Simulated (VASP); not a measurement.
# SiIr2O4 (Fd-3m) in VASP: single point with LDA

Aim: the single point of SiIr2O4 with LDA.

Program: VASP 6.6.1. These are calculated values, not measurements. Logs are shortened: lines on timing, memory, paths and dates and some standing lists are left out, and cuts for length are marked.

**1. The structure**

Symmetry: Fd-3m, No. 227, cubic system. The conventional cell has a = 8.304 Å, b = 8.304 Å, c = 8.304 Å, α = 90.00°, β = 90.00°, γ = 90.00°. Ir (site symmetry -3m) has 6 O at 2.13 Å as nearest neighbours. Around Si (site symmetry -43m) lie 4 O at 1.71 Å. O (site symmetry 3m) has 1 Si at 1.71 Å as nearest neighbours.

The cell was built by a generator and needn't be a form met in nature.

**2. Single point, LDA**

INCAR reads:

```
PREC = Accurate
ENCUT = 520
EDIFF = 1E-6
ISMEAR = 0
SIGMA = 0.188
LREAL = F
LASPH = T
NELM = 100
ALGO = Fast
ISIF = 2
LWAVE = F
LCHARG = T
GGA = CA
LELF = T
LVHAR = T
NBANDS = 59
```

KPOINTS reads:

```
regular mesh
0
Gamma
  7 7 7
```

POSCAR reads:

```
SiIr2O4
1.0
    0.0000000000      4.1522143700      4.1522143700
    4.1522143700      0.0000000000      4.1522143700
    4.1522143700      4.1522143700      0.0000000000
Ir Si O
4 2 8
Direct
    0.6250000000      0.6250000000      0.6250000000
    0.1250000000      0.6250000000      0.6250000000
    0.6250000000      0.6250000000      0.1250000000
    0.6250000000      0.1250000000      0.6250000000
    0.0000000000      0.0000000000      0.0000000000
    0.2500000000      0.2500000000      0.2500000000
    0.3688000000      0.3688000000      0.3688000000
    0.3564000000      0.8812000000      0.8812000000
    0.3688000000      0.3688000000      0.8936000000
    0.8812000000      0.3564000000      0.8812000000
    0.8936000000      0.3688000000      0.3688000000
    0.8812000000      0.8812000000      0.8812000000
    0.3688000000      0.8936000000      0.3688000000
    0.8812000000      0.8812000000      0.3564000000
```

Potentials or basis: VASP PAW LDA potentials, release 64 (Ir, Si, O).

The run is started by

```
cat potpaw_LDA.64/Ir/POTCAR potpaw_LDA.64/Si/POTCAR potpaw_LDA.64/O/POTCAR > POTCAR
mpirun -np 1 vasp_std > vasp.out
```

OUTCAR:

```text
PREC = Accurate
   ENCUT = 520
   EDIFF = 1E-6
   ISMEAR = 0
   LREAL = F
   LASPH = T
   NELM = 100
   ISIF = 2
   GGA = CA

 ion  position               nearest neighbor table
   1  0.625  0.625  0.625-   9 2.13  14 2.13  10 2.13  11 2.13  13 2.13   8 2.13   2 2.94   3 2.94
                             4 2.94   3 2.94   4 2.94   2 2.94
   2  0.125  0.625  0.625-  10 2.13  13 2.13   7 2.13  12 2.13   9 2.13  14 2.13   1 2.94   3 2.94
                             4 2.94   1 2.94   3 2.94   4 2.94
   3  0.625  0.625  0.125-   7 2.13  12 2.13  10 2.13  11 2.13   8 2.13  13 2.13   1 2.94   1 2.94
                             2 2.94   4 2.94   4 2.94   2 2.94
   4  0.625  0.125  0.625-   8 2.13  11 2.13   9 2.13   7 2.13  12 2.13  14 2.13   1 2.94   3 2.94
                             1 2.94   2 2.94   3 2.94   2 2.94
   5  0.000  0.000  0.000-   8 1.71  10 1.71  12 1.71  14 1.71
   6  0.250  0.250  0.250-   7 1.71   9 1.71  11 1.71  13 1.71
   7  0.369  0.369  0.369-   6 1.71   3 2.13   4 2.13   2 2.13
   8  0.356  0.881  0.881-   5 1.71   4 2.13   1 2.13   3 2.13
   9  0.369  0.369  0.894-   6 1.71   1 2.13   4 2.13   2 2.13
  10  0.881  0.356  0.881-   5 1.71   2 2.13   3 2.13   1 2.13
  11  0.894  0.369  0.369-   6 1.71   4 2.13   1 2.13   3 2.13
  12  0.881  0.881  0.881-   5 1.71   3 2.13   4 2.13   2 2.13
  13  0.369  0.894  0.369-   6 1.71   2 2.13   3 2.13   1 2.13
  14  0.881  0.881  0.356-   5 1.71   1 2.13   4 2.13   2 2.13

  LATTYP: Found a face centered cubic cell.
 ALAT       =     8.3044287400

  Lattice vectors:

 A1 = (   0.0000000000,   4.1522143700,   4.1522143700)
 A2 = (   4.1522143700,   0.0000000000,   4.1522143700)
 A3 = (   4.1522143700,   4.1522143700,   0.0000000000)

Analysis of symmetry for initial positions (statically):
=====================================================================
 Subroutine PRICEL returns:
 Original cell was already a primitive cell.

 Routine SETGRP: Setting up the symmetry group for a
 face centered cubic supercell.

 Subroutine GETGRP returns: Found 48 space group operations
 (whereof 24 operations were pure point group operations)
 out of a pool of 48 trial point group operations.

The static configuration has the point symmetry T_d .
 The point group associated with its full space group is O_h .

Analysis of symmetry for dynamics (positions and initial velocities):
=====================================================================
 Subroutine PRICEL returns:
 Original cell was already a primitive cell.

 Routine SETGRP: Setting up the symmetry group for a
 face centered cubic supercell.

 Subroutine GETGRP returns: Found 48 space group operations
 (whereof 24 operations were pure point group operations)
 out of a pool of 48 trial point group operations.

The dynamic configuration has the point symmetry T_d .
 The point group associated with its full space group is O_h .

 Subroutine INISYM returns: Found 48 space group operations
 (whereof 24 operations are pure point group operations),
 and found     1 'primitive' translations

----------------------------------------------------------------------------------------

                                     Primitive cell

  volume of cell :     143.1757

  direct lattice vectors                    reciprocal lattice vectors
     0.000000000  4.152214370  4.152214370    -0.120417675  0.120417675  0.120417675
     4.152214370  0.000000000  4.152214370     0.120417675 -0.120417675  0.120417675
     4.152214370  4.152214370  0.000000000     0.120417675  0.120417675 -0.120417675

  length of vectors
     5.872117876  5.872117876  5.872117876     0.208569531  0.208569531  0.208569531

  position of ions in fractional coordinates (direct lattice)
     0.625000000  0.625000000  0.625000000
     0.125000000  0.625000000  0.625000000
     0.625000000  0.625000000  0.125000000
     0.625000000  0.125000000  0.625000000
     0.000000000  0.000000000  0.000000000
     0.250000000  0.250000000  0.250000000
     0.368800000  0.368800000  0.368800000
     0.356400000  0.881200000  0.881200000
     0.368800000  0.368800000  0.893600000
     0.881200000  0.356400000  0.881200000
     0.893600000  0.368800000  0.368800000
     0.881200000  0.881200000  0.881200000
     0.368800000  0.893600000  0.368800000
     0.881200000  0.881200000  0.356400000

  ion indices of the primitive-cell ions
   primitive index   ion index
                 1           1
                 2           2
                 3           3
                 4           4
                 5           5
                 6           6
                 7           7
                 8           8
                 9           9
                10          10
                11          11
                12          12
                13          13
                14          14

----------------------------------------------------------------------------------------

 KPOINTS: regular mesh

Automatic generation of k-mesh.
 Grid dimensions read from file:
 generate k-points for:    7    7    7

 Generating k-lattice:

  Cartesian coordinates                     Fractional coordinates (reciprocal lattice)
    -0.017202525  0.017202525  0.017202525     0.142857143  0.000000000  0.000000000
     0.017202525 -0.017202525  0.017202525     0.000000000  0.142857143  0.000000000
     0.017202525  0.017202525 -0.017202525     0.000000000  0.000000000  0.142857143

  Length of vectors
     0.029795647  0.029795647  0.029795647

  Shift w.r.t. Gamma in fractional coordinates (k-lattice)
     0.000000000  0.000000000  0.000000000

 Subroutine IBZKPT returns following result:
 ===========================================

 Found     20 irreducible k-points:

 Following reciprocal coordinates:
            Coordinates               Weight
  0.000000  0.000000  0.000000      1.000000
  0.142857  0.000000  0.000000      8.000000
  0.285714  0.000000  0.000000      8.000000
  0.428571  0.000000  0.000000      8.000000
  0.142857  0.142857  0.000000      6.000000
  0.285714  0.142857  0.000000     24.000000
[... 12 lines left out ...]
 -0.428571  0.428571  0.142857     24.000000
 -0.285714  0.428571  0.142857     24.000000
   k-points           NKPTS =     20   k-points in BZ     NKDIM =     20   number of bands    NBANDS=     59
   number of dos      NEDOS =    301   number of ions     NIONS =     14
   total plane-waves  NPLWV = 110592
   dimension x,y,z NGX =    48 NGY =   48 NGZ =   48
   dimension x,y,z NGXF=    96 NGYF=   96 NGZF=   96
   ions per type =               4   2   8
   NGX,Y,Z   is equivalent  to a cutoff of  13.59, 13.59, 13.59 a.u.
   NGXF,Y,Z  is equivalent  to a cutoff of  27.18, 27.18, 27.18 a.u.
 SYSTEM =  unknown system
   PREC   = accura    normal or accurate (medium, high low for compatibility)
   ISTART =      0    job   : 0-new  1-cont  2-samecut
   ICHARG =      2    charge: 1-file 2-atom 10-const
   ISPIN  =      1    spin polarized calculation?
   LNONCOLLINEAR =      F non collinear calculations
   LSORBIT =      F    spin-orbit coupling
   LASPH  =      T    aspherical Exc in radial PAW
   ENCUT  =  520.0 eV  38.22 Ry    6.18 a.u.  10.92 10.92 10.92*2*pi/ulx,y,z
   NELM   =    100;   NELMIN=  2; NELMDL= -5     # of ELM steps
   EDIFF  = 0.1E-05   stopping-criterion for ELM
   LREAL  =      F    real-space projection
[... 7 lines left out ...]
   TEBEG  =    0.0;   TEEND  =   0.0 temperature during run
   PSTRESS=    0.0 pullay stress
   NELECT =      92.0000    total number of electrons
   NUPDOWN=      -1.0000    fix difference up-down
   EMIN   =  10.00;   EMAX   =-10.00  energy-range for DOS
   EFERMI =   0.00;   METHOD = LEGACY
   ISMEAR =     0;   SIGMA  =   0.19  broadening in eV -4-tet -1-fermi 0-gaus
   EFERMI_NEDOS =   21; number of points for ismear=-14 and -15
   IALGO  =     68    algorithm
   IMIX   =      4    mixing-type and parameters
     AMIX     =   0.40;   BMIX     =  1.00
     AMIX_MAG =   1.60;   BMIX_MAG =  1.00
  volume/ion in A,a.u.               =      10.23        69.01
  Fermi-wavevector in a.u.,A,eV,Ry     =   1.412693  2.669602 27.153153  1.995700
  Thomas-Fermi vector in A             =   2.534415
   LORBIT       =      0    0 simple, 1 ext, 2 COOP (PROOUT), +10 PAW based schemes
   GGA     = CA    functional components
   LHFCALC =     F    Hartree Fock is set to
   AEXX    =    0.0000 exact exchange contribution
   IVDW    =     0    specifies the selected vdW correction
   LEPSILON=     F    determine dielectric tensor
   LRPA    =     F    only Hartree local field effects (RPA)
 non-spin polarized calculation
 RMM-DIIS sequential band-by-band and
 Gauss-broadening in eV      SIGMA  =   0.19
  energy-cutoff  :      520.00
  volume of cell :      143.18
 maximum number of plane-waves:      3874
 NGX is ok and might be reduce to    48
   NGX = 21   NGY = 21   NGZ = 21

 number of electron      91.9999988 magnetization

 Free energy of the ion-electron system (eV)
  ---------------------------------------------------
  ext. energy  EPLUGINS =         0.00000000
  ---------------------------------------------------
  free energy    TOTEN  =      -106.36371030 eV

  energy without entropy =     -106.20194199  energy(sigma->0) =     -106.28282615

 E-fermi :   9.1992     XC(G=0): -12.7574

 val. band max:        9.1980929356   @ k =  -0.4286   0.2857   0.0000
 cond. band min:       9.2015733272   @ k =   0.4286   0.2857   0.0000
 fundamental gap:      0.0034803915
 Fermi energy:         9.1991799188

 k-point     1 :       0.0000    0.0000    0.0000
  band No.  band energies     occupation
      1     -14.0466      2.00000
      2     -12.7520      2.00000
      3     -12.4086      2.00000
      4     -12.4086      2.00000
      5     -12.4086      2.00000
      6     -12.2116      2.00000
[... 1209 lines left out ...]
     57      14.0894      0.00000
     58      14.1718      0.00000
 [bands above 58 left out]

------------------------ aborting loop because EDIFF is reached ----------------------------------------

  FORCE on cell =-STRESS in cart. coord.  units (eV):
  Direction    XX          YY          ZZ          XY          YZ          ZX
  --------------------------------------------------------------------------------------
  -------------------------------------------------------------------------------------
  Total        7.9043994      7.9043994      7.9043994      0.0000000     -0.0000000      0.0000000
  in kB       88.4525099     88.4525099     88.4525099      0.0000000     -0.0000000      0.0000000
  external PRESSURE =      88.4525099 kB  Pullay stress =       0.0000000 kB

 VOLUME and BASIS-vectors are now :
 -----------------------------------------------------------------------------
  energy-cutoff  :      520.00
  volume of cell :      143.18
      direct lattice vectors                 reciprocal lattice vectors
     0.000000000  4.152214370  4.152214370    -0.120417675  0.120417675  0.120417675
     4.152214370  0.000000000  4.152214370     0.120417675 -0.120417675  0.120417675
     4.152214370  4.152214370  0.000000000     0.120417675  0.120417675 -0.120417675

 POSITION                                       TOTAL-FORCE (eV/Angst)
 -----------------------------------------------------------------------------------
      5.19027      5.19027      5.19027        -0.000000     -0.000000     -0.000000
      5.19027      3.11416      3.11416        -0.000000     -0.000000     -0.000000
      3.11416      3.11416      5.19027        -0.000000     -0.000000     -0.000000
      3.11416      5.19027      3.11416        -0.000000     -0.000000     -0.000000
      0.00000      0.00000      0.00000        -0.000000     -0.000000     -0.000000
      2.07611      2.07611      2.07611        -0.000000     -0.000000     -0.000000
      3.06267      3.06267      3.06267        -0.668715     -0.668715     -0.668715
      7.31786      5.13878      5.13878         0.668715     -0.668715     -0.668715
      5.24176      5.24176      3.06267         0.668715      0.668715     -0.668715
      5.13878      7.31786      5.13878        -0.668715      0.668715     -0.668715
      3.06267      5.24176      5.24176        -0.668715      0.668715      0.668715
      7.31786      7.31786      7.31786         0.668715      0.668715      0.668715
      5.24176      3.06267      5.24176         0.668715     -0.668715      0.668715
      5.13878      5.13878      7.31786        -0.668715     -0.668715      0.668715
 -----------------------------------------------------------------------------------
    total drift:                               -0.000000     -0.000000      0.000000

  FREE ENERGIE OF THE ION-ELECTRON SYSTEM (eV)
  ---------------------------------------------------
  free  energy   TOTEN  =      -106.3637103029 eV

  energy  without entropy=     -106.2019419902  energy(sigma->0) =     -106.28282615
```

Wall time 3.6 min (1 thread of AMD EPYC 7R13 (Zen 3), shared host); peak memory 0.29 GiB.

Results:

* Free energy: -106.3637 eV
* Pressure: 8.8 GPa
* Largest force: 1.158 eV/Å
* Band gap on the k mesh: none (metal or under the smearing width)

Forces in eV/Å, atoms in the order of the input:
```
Ir   0.000  0.000  0.000
Ir   0.000  0.000  0.000
Ir   0.000  0.000  0.000
Ir   0.000  0.000  0.000
Si   0.000  0.000  0.000
Si   0.000  0.000  0.000
O   -0.669 -0.669 -0.669
O    0.669 -0.669 -0.669
O    0.669  0.669 -0.669
O   -0.669  0.669 -0.669
O   -0.669  0.669  0.669
O    0.669  0.669  0.669
O    0.669 -0.669  0.669
O   -0.669 -0.669  0.669
```

Caveat: forces of over 1 eV/Å show positions far from the minimum, so gaps and moduli don't describe the material at rest.
